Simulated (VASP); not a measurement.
BeZn2Te3:

```
Be Zn Te
1.0
     6.58876    0.00000    0.00000
    -3.29438    5.70604    0.00000
     0.00000    0.00000    3.44838
Be Zn Te
1 2 3
Direct
  0.00000 0.00000 0.00000
  0.33333 0.66667 0.00000
  0.66667 0.33333 0.00000
  0.50000 0.00000 0.50000
  0.50000 0.50000 0.50000
  0.00000 0.50000 0.50000
```

The cell was built by a generator and needn't be a form met in nature.

* Program: VASP 6.6.1
* Task: relaxation of cell and atoms
* Functional: PBE
* Potentials or basis: VASP PAW PBE potentials, release 64 (Be, Zn, Te)
* Cutoff: 520 eV
* k mesh: 3 × 3 × 4
* Occupations: gaussian, width 0.15 eV
* Spin: no spin polarisation

At the start: pressure 19.7 GPa; volume 21.61 Å³/atom.

Q: How do energy, volume and symmetry change on relaxing?

A: Over 3 steps the energy falls by 347.2 meV/atom and the volume is 28.55 Å³/atom (+32.1 %); space group P6/mmm (No. 191, to 0.05 Å).

Step by step:
```tsv
step	energy change (eV)	largest force (eV/Å)	pressure (GPa)	volume (Å³)
1	0.0000	0.0000	19.74	129.64
2	-1.9547	0.0000	-2.12	186.18
3	-2.0832	0.0000	-0.19	171.28
```

Final structure:
```xyz
6
Lattice="7.1539 0.0000 0.0000 -3.5770 6.1955 0.0000 0.0000 0.0000 3.8646" Properties=species:S:1:pos:R:3 pbc="T T T"
Be    0.0000    0.0000    0.0000
Zn    0.0000    4.1303    0.0000
Zn    3.5770    2.0652    3.8646
Te    3.5770    0.0000    1.9323
Te    1.7885    3.0977    1.9323
Te   -1.7885    3.0977    1.9323
```

Caveat: the k mesh is coarse (spacing up to 0.46 Å⁻¹), so the values aren't converged; the volume moved by over 15 % at a fixed basis, so the end points are rough; the relaxation stopped at a loose force limit of 0.08 eV/Å, so its end isn't a converged minimum.
